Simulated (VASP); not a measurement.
Si2Ni (space group Fm-3m): the measured cell of entry 1537763 of the Crystallography Open Database is

```yaml
crystal:
  lattice:
    - [0.00000, 2.70300, 2.70300]
    - [2.70300, 0.00000, 2.70300]
    - [2.70300, 2.70300, 0.00000]
  atoms:
    - { symbol: Si, position: [0.25000, 0.25000, 0.25000] }
    - { symbol: Si, position: [0.75000, 0.75000, 0.75000] }
    - { symbol: Ni, position: [0.00000, 0.00000, 0.00000] }
```

Calculation: PBEsol GGA, VASP's PBE PAW potentials (set 64) (plane waves; VASP). Run with 400 eV cut-off, 11×11×11 Γ-centred mesh, tetrahedra with Blöchl corrections, potentials Si Ni.

The calculation is for a static lattice at zero pressure; the measurement, whose temperature isn't given here, holds thermal and zero-point expansion. The entry's conditions were not checked, so it may have been measured under pressure.

**Question.** How far does the relaxed conventional cell lie from the measured one?

**Answer.** 
```csv
,measured,computed,difference
a (Å),5.406,5.396,-0.2 %
V (Å³/atom),13.17,13.09,-0.5 %
```

The structure comes from a measured Si2Ni entry (Fm-3m) of the Crystallography Open Database, whose conditions weren't checked. It was relaxed first. Symmetry was kept, so distortions that lower it aren't found.
